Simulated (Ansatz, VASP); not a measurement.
# SiGe in two plane-wave programs, part 2 of 2

Wanted: the spread between two codes on one cell, functional and k mesh. The cell is generated by rule, not measured, and may not be a known phase. The cell is taken from a series of runs on this material, whose earlier steps may have relaxed, scaled, displaced or heated it; both programs get it as it stands.

VASP 6.6.1 and Ansatz 0.2.0.

So far. Step 5 (Ansatz: single point, LDA, pair 2): The run ends at a pressure of 0.83 GPa, with forces up to 0.17 eV/Å. Step 6 (VASP: single point, LDA, pair 2): The run ends at a pressure of 0.76 GPa, with forces up to 0.17 eV/Å.

The structure was built from a prototype and need not be the compound's stable phase.

### Step 7. Side by side

Compared:

| quantity | Ansatz | VASP | difference |
| --- | --- | --- | --- |
| pressure (GPa) | 0.83 | 0.76 | +0.07 |

Forces (eV/Å; atoms numbered as in POSCAR):

| atom | Ansatz x, y, z | VASP x, y, z |
| --- | --- | --- |
| Ge1 | 0.000, 0.000, 0.000 | 0.000, 0.000, 0.000 |
| Ge2 | 0.000, 0.000, 0.000 | 0.000, 0.000, 0.000 |
| Si3 | 0.170, 0.000, 0.000 | 0.173, 0.000, 0.000 |
| Si4 | -0.170, 0.000, 0.000 | -0.173, 0.000, 0.000 |

The forces differ by 1.0 meV/Å r.m.s., which is 1.4 % of the r.m.s. force of 0.071 eV/Å (both taken over all components).

### Step 8. Ansatz: single point, LDA, pair 3

A single point gives forces, pressure and levels at one fixed geometry, so differences don't come from the geometry; what else differs is listed under the comparison.

The cell is taken from a series of runs on this material, whose earlier steps may have relaxed, scaled, displaced or heated it; both programs get it as it stands.

input.yaml

```yaml
crystal:
  lattice:
    - [-3.1839675854, 0.0, 0.0]
    - [0.0, -3.1839675854, -3.1839675854]
    - [0.0, -3.1839675854, 3.1839675854]
  atoms:
    - { symbol: Ge, position: [1.0, 0.5, 0.5] }
    - { symbol: Ge, position: [1.0, 0.0, 0.0] }
    - { symbol: Si, position: [0.3994964643, 0.0, 0.5] }
    - { symbol: Si, position: [0.6005035357, 0.5, 0.0] }
kpoints:
  mp_grid: { grid: [12, 8, 8] }
hamiltonian:
  xc: lda
scf:
  occupations: { method: methfessel_paxton, width: 0.15 }
output:
  forces: true
  stress: true
  eigenvalues: true
```

Run with:

```
ansatz run input.yaml --threads 4 --pin off --max-ram 7168MiB --backend cpu --events-out ev --progress --plain --runs-dir out
```

Numbers of over 12 decimals in the logs are rounded to 6 here.

What it wrote:

```text
[...]
Crystal: 4 atoms, lattice volume = 64.556 Å³
Basis set: ecut = 420 eV, 1243 PW (Γ)
Bands: 22, of which v1, the nominal top of the filled ones, is band 18 counted from 1 (17 counted from 0)
Symmetry: 16 space group operations
[...]
k-points: 105 of 768
[...]
k-point 0: bands = [... 14 lower, 4.9895, 10.3759, 10.3759, 10.3849, 10.9737, 13.6357, 14.5682, 16.1242, ... 4 higher]
  k-point 1: bands = [... 14 lower, 6.4247, 8.9950, 9.8308, 11.0874, 11.5747, 14.0926, 15.2995, 15.7629, ... 4 higher]
  k-point 2: bands = [... 14 lower, 7.6783, 8.4215, 8.7669, 11.4324, 12.3201, 14.8592, 15.3957, 16.1380, ... 4 higher]
  k-point 104: bands = [... 14 lower, 5.2419, 5.2419, 5.6253, 5.6253, 15.9055, 15.9055, 16.1239, 16.1239, ... 4 higher]
[key lines of the parts left out:]
SCF converged after 6 iterations
Free energy (F): -9647.013994 eV
Fermi energy:    11.054607 eV
P = ⅓ Tr σ = 1.8558 GPa (18.558 kbar)
```

The run ends at a pressure of 1.86 GPa, with forces up to 0.14 eV/Å.

### Step 9. VASP: single point, LDA, pair 3

The same cell, functional (in two slightly different forms), mesh and smearing now go to VASP, with its own data sets.

INCAR

```
SYSTEM = SiGe
PREC = Accurate
ENCUT = 500
EDIFF = 1E-06
NELM = 120
ISMEAR = 1
SIGMA = 0.15
LREAL = .FALSE.
ALGO = Normal
GGA = PW92
NBANDS = 24
LORBIT = 11
LWAVE = .FALSE.
LCHARG = .FALSE.
ISIF = 2
LASPH = .TRUE.
GGA_COMPAT = .FALSE.
KPAR = 2
```

POSCAR

```
SiGe
1.0
   -3.1839675854      0.0000000000      0.0000000000
    0.0000000000     -3.1839675854     -3.1839675854
    0.0000000000     -3.1839675854      3.1839675854
Ge Si
2 2
Direct
    0.0000000000      0.5000000000      0.5000000000
    0.0000000000      0.0000000000      0.0000000000
    0.3994964643      0.0000000000      0.5000000000
    0.6005035357      0.5000000000      0.0000000000
```

KPOINTS

```
Automatic mesh
0
Gamma
12 8 8
0 0 0
```

Potentials, in the order of the species: Ge_d and Si (LDA family, release 64).

Run with:

```
mpirun -np 2 vasp_std
```

What it wrote:

```text
[... set-up lines as in an earlier step ...]
 entering main loop
       N       E                     dE             d eps       ncg     rms          rms(c)
DAV:   1     0.244042843015E+03    0.24404E+03   -0.17497E+04  5856   0.340E+03
DAV:   2     0.154971183276E+02   -0.22855E+03   -0.22215E+03  5136   0.682E+02
DAV:   3    -0.195356052448E+02   -0.35033E+02   -0.34721E+02  6248   0.149E+02
DAV:   4    -0.206563665020E+02   -0.11208E+01   -0.11183E+01  5944   0.293E+01
[...]
DAV:   9    -0.205647776102E+02    0.58880E-04   -0.24369E-04  7352   0.158E-01    0.435E-02
DAV:  10    -0.205647798027E+02   -0.21925E-05   -0.19981E-05  6152   0.353E-02    0.129E-02
DAV:  11    -0.205647790976E+02    0.70514E-06   -0.21805E-06  4672   0.145E-02
   1 F= -.20564779E+02 E0= -.20565170E+02  d E =0.117151E-02
```

OUTCAR, selected parts (step 9):

```text
  Total       -0.5455948      1.3377398      1.3377398     -0.0000000      0.0000000      0.0000000
  in kB      -13.5408184     33.2006299     33.2006299     -0.0000000      0.0000000      0.0000000
  external PRESSURE =      17.6201471 kB  Pullay stress =       0.0000000 kB

 POSITION                                       TOTAL-FORCE (eV/Angst)
 -----------------------------------------------------------------------------------
      0.00000     -3.18397      0.00000         0.000000     -0.000000     -0.000000
      0.00000      0.00000      0.00000         0.000000     -0.000000     -0.000000
     -1.27198     -1.59198      1.59198         0.145243      0.000000      0.000000
     -1.91198     -1.59198     -1.59198        -0.145243     -0.000000     -0.000000
 -----------------------------------------------------------------------------------
    total drift:                                0.000000     -0.000000     -0.000000

  FREE ENERGIE OF THE ION-ELECTRON SYSTEM (eV)
  ---------------------------------------------------
  free  energy   TOTEN  =       -20.5647790976 eV

  energy  without entropy=      -20.5659506031  energy(sigma->0) =      -20.56516960

[... 2 parts as in an earlier step ...]

[... 1 further part left out ...]
[key lines of the parts left out:]
E-fermi :   8.4025
```

The run ends at a pressure of 1.76 GPa, with forces up to 0.15 eV/Å.

### Step 10. Differences

Compared:

| quantity | Ansatz | VASP | difference |
| --- | --- | --- | --- |
| pressure (GPa) | 1.86 | 1.76 | +0.09 |

Forces (eV/Å; atoms numbered as in POSCAR):

| atom | Ansatz x, y, z | VASP x, y, z |
| --- | --- | --- |
| Ge1 | 0.000, 0.000, 0.000 | 0.000, 0.000, 0.000 |
| Ge2 | 0.000, 0.000, 0.000 | 0.000, 0.000, 0.000 |
| Si3 | 0.143, 0.000, 0.000 | 0.145, 0.000, 0.000 |
| Si4 | -0.143, 0.000, 0.000 | -0.145, 0.000, 0.000 |

The forces differ by 1.0 meV/Å r.m.s., which is 1.8 % of the r.m.s. force of 0.059 eV/Å (both taken over all components).

### Step 11. Results

```json
{"r.m.s. force difference (single point, LDA, pair 1)": "0.97 meV/Å", "r.m.s. force difference (single point, LDA, pair 2)": "0.96 meV/Å", "r.m.s. force difference (single point, LDA, pair 3)": "1.0 meV/Å"}
```

**Reading.** The r.m.s. force difference is 1.0 meV/Å (single point, LDA, pair 3), within the 12 meV/Å picked in this series as the mark of a large difference. 5 further runs of this series are not shown here. How closely two codes agree says nothing of how well the functional describes the real material.

[Lines on the potential files, build, host, timing and source positions are cut from VASP's logs without a mark.]

[Logs are printed without paths, hosts, clocks, repeated set-up lines and the standing remarks that a program may print on its own settings, such as how far it seeks lower states.]

[Hosts, paths, dates, database ids (printed as entryN), source tags and the programs' standing remarks are cut or masked in the printed files.]
